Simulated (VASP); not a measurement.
Level of theory: PBE GGA, VASP's PBE PAW potentials (set 64) (plane waves; VASP).

Input for VASP

### INCAR
```
! general
SYSTEM  =  BN
PREC    =  Accurate
ENCUT   =  520   ! plane-wave cut-off (eV)
LREAL   =  .False.   ! projection in real space or not
LASPH   =  .True.   ! aspherical one-centre terms

! electronic loop
EDIFF   =  1E-6
NELM    =  100   ! most electronic steps
ALGO    =  Normal   ! blocked Davidson

! smearing
ISMEAR  =  0   ! Gaussian
SIGMA   =  0.05   ! width (eV)

! functional
GGA     =  PE   ! PBE

! ions
ISIF    =  2   ! forces and stress, cell fixed

! output
LWAVE   =  .False.
LCHARG  =  .False.
```

**POSCAR**
```
BN
1
    0.0000000000     1.8436500000     1.8436500000
    1.8436500000     0.0000000000     1.8436500000
    1.8436500000     1.8436500000     0.0000000000
B N
1 1
Direct
  0.0000000000   0.0000000000   0.0000000000
  0.2500000000   0.2500000000   0.2500000000
```

File KPOINTS:
```
kpoints
0
G
  1 1 1
0 0 0
```

POTCAR, in this order: B N (PBE.64 set). Program: vasp_std.

What will the output report for the number of irreducible k-points (NKPTS), number of bands (NBANDS), largest plane-wave count, number of space-group operations, FFT grid (NGX, NGY, NGZ)?

The number of irreducible k-points (NKPTS) is 1, the number of bands (NBANDS) is 8 and the largest plane-wave count is 331. The number of space-group operations comes out as 24. The FFT grid (NGX, NGY, NGZ) is 20 × 20 × 20.

The compound is BN in the zinc blende structure. The cell was not relaxed at this level. The k-mesh is coarse (spacing up to 2.95 per Å, 2π included), so the numbers may not be converged in it.
